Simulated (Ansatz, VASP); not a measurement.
NbCu: VASP beside Ansatz

Contents of INCAR:

```
SYSTEM = NbCu
PREC     = Accurate       ! precision mode
ENCUT    = 520            ! plane-wave cutoff, eV
EDIFF    = 1E-7           ! SCF threshold, eV
ISMEAR   = -1             ! smearing method
SIGMA    = 0.05           ! smearing width, eV
LREAL    = .False.        ! projectors in reciprocal space
LASPH    = .True.         ! aspherical terms in the spheres
NELM     = 100            ! most SCF steps
ALGO     = Normal         ! electronic algorithm
ISIF     = 2              ! what is computed and relaxed
LWAVE    = .False.        ! write WAVECAR
LCHARG   = .False.        ! write CHGCAR
GGA      = PE             ! functional
NBANDS   = 19             ! bands
```

The input KPOINTS:

```
Automatic mesh
0
Gamma
  9 9 9
  0 0 0
```

File POSCAR:

```
NbCu
1.0
    0.0000000000      2.5450134416      2.5450134416
    2.5450134416      0.0000000000      2.5450134416
    2.5450134416      2.5450134416      0.0000000000
Nb Cu
1 1
Direct
    0.0000000000      0.0000000000      0.0000000000
    0.5000000000      0.5000000000      0.5000000000
```

File input.yaml:

```yaml
crystal:
  lattice:
    - [0.0, 2.5450134416, 2.5450134416]
    - [2.5450134416, 0.0, 2.5450134416]
    - [2.5450134416, 2.5450134416, 0.0]
  atoms:
    - { symbol: Nb, position: [0.0, 0.0, 0.0] }
    - { symbol: Cu, position: [0.5, 0.5, 0.5] }
hamiltonian:
  xc: pbe
  pseudopotentials: { kind: paw }
kpoints:
  mp_grid: { grid: [9, 9, 9] }
scf:
  occupations: { method: fermi_dirac, width: 0.05 }
output:
  forces: true
  stress: true
  eigenvalues: true
  write_density: true
  write_potential: true
  elf: true
  volumetric_format: npy
```

Change from the starting cell: volume scaled by 0.98.

Alike in both runs: task single point; functional PBE; k mesh 9 × 9 × 9; occupations fermi-dirac, width 0.05 eV; no spin polarisation.

|  | VASP | Ansatz |
| --- | --- | --- |
| version | VASP 6.6.1 | Ansatz 0.2.0 |
| potentials or method | VASP PAW PBE potentials, release 64 (Nb_sv, Cu) | Ansatz PAW |
| plane-wave cutoff (eV) | 520 | 420 |
| valence electrons in the cell | 24 | 32 |

|  | VASP | Ansatz | Ansatz less VASP |
| --- | --- | --- | --- |
| gap on the k mesh at the Fermi level (eV) | none | none | - |
| pressure (GPa) | 3.0 | 3.0 | +0.02 |

A gap of «none» marks a metal or a gap that the smearing closes. The two sets of potentials don't hold the same shells in valence.
